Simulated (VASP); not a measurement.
```xyz
4
Lattice="2.3263 -4.0293 0.0000 2.3263 4.0293 0.0000 0.0000 0.0000 7.6075" Properties=species:S:1:pos:R:3 pbc="T T T"
Ag     2.3263    -1.3431     3.8045
Ag     2.3263     1.3431     0.0007
I      2.3263    -1.3431     6.6558
I      2.3263     1.3431     2.8521
```

These are optB88-vdW, VASP's PBE PAW potentials (set 64) (plane waves; VASP) values and carry that method's errors. Numerical set-up: 520 eV cut-off, Gaussian smearing of 0.050 eV, potentials Ag I.

Unless said otherwise, spin-orbit coupling is left out, though it shifts the bands of the heavy elements here.

Problem. Give the energies of bands 8 to 21 at the high-symmetry points, in eV from the valence-band maximum.

Solution. 
```
band      Γ      M      K      A      L      H
----  -----  -----  -----  -----  -----  -----
8     -3.83  -3.52  -3.55  -3.90  -3.63  -3.56
9     -2.98  -2.96  -2.99  -2.93  -2.89  -2.99
10    -2.98  -2.91  -2.99  -2.93  -2.89  -2.99
11    -2.89  -2.87  -2.98  -2.93  -2.81  -2.76
12    -2.89  -2.85  -2.97  -2.93  -2.81  -2.76
13    -2.81  -2.63  -2.51  -1.63  -2.68  -2.66
14    -0.66  -2.50  -2.51  -1.63  -2.68  -2.66
15    -0.66  -2.07  -2.42  -0.34  -1.16  -1.81
16    -0.06  -1.66  -1.43  -0.34  -1.16  -1.81
17     0.00  -0.97  -1.43  -0.34  -1.15  -1.05
18     0.00  -0.66  -1.23  -0.34  -1.15  -1.05
19     1.24   3.25   4.36   2.55   3.20   3.87
20     2.59   3.56   4.36   2.55   3.20   3.87
21     5.80   4.79   4.42   5.59   4.88   5.63
```

The gap is direct, 1.24 eV, from the valence maximum at Γ to the conduction minimum at Γ.

The compound is AgI in the wurtzite structure. It was relaxed first.
